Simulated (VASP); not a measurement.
Runs of VASP 6.6.1 on NbTe. It takes space group P-6m2 (No. 187, hexagonal). Conventional cell: a = 3.703 Å, b = 3.703 Å, c = 3.694 Å, α = 90.00°, β = 90.00°, γ = 120.00°. Te (site symmetry -6m2) is surrounded by 6 Nb at 2.83 Å. Nb (site symmetry -6m2) is surrounded by 6 Te at 2.83 Å. The cell comes from a database or a generator and needn't be the stable form of this composition.

| task | level | potentials or basis | cell | k mesh | cutoff (eV) | smearing | screening parameter | grid for exact exchange (PRECFOCK) | ladder | mesh quality | gap on the mesh (eV) | pressure (GPa) |
| --- | --- | --- | --- | --- | --- | --- | --- | --- | --- | --- | --- | --- |
| single point | PBE | VASP PAW PBE potentials, release 64 (Te_GW, Nb_sv_GW) | as given | 3 × 3 × 3 | 450 | gaussian 0.02 eV | - | - | - | coarse | none | 0.6 |
| single point | HSE(alpha, omega) | VASP PAW PBE potentials, release 64 (Te, Nb_sv) | as given | 4 × 4 × 4 | 520 | fermi-dirac 0.05 eV | 0.15 | Fast | - | coarse | none | (a) |
| relaxation of cell and atoms | PBEsol | VASP PAW PBE potentials, release 64 (Te, Nb_sv) | relaxed | 8 × 8 × 6 | 600 | fermi-dirac 0.05 eV | - | - | gaps | not flagged | none | 0.0 |
| single point | HSE(alpha, omega) | VASP PAW PBE potentials, release 64 (Te, Nb_sv) | as given | 4 × 4 × 4 | 520 | fermi-dirac 0.05 eV | 0.6 | Fast | - | coarse | none | -3.2 |
| single point | PBE | VASP PAW PBE potentials, release 64 (Te_GW, Nb_sv_GW) | as given | 4 × 4 × 4 | 500 | gaussian 0.02 eV | - | - | - | coarse | none | -1.5 |

Alike in all rows: no spin polarisation.

Question: Fill in the values left out.

Answer: (a) -6.0.

Caveats: some runs use coarse meshes; the PAW data sets were made with another functional, which shifts forces and pressure a little (some runs).

A k mesh can miss the band edges, and the runs leave out spin-orbit coupling on Nb, Te.

A gap of «none» marks a metal or a gap under the smearing width.

Not every run made on this cell is shown here.
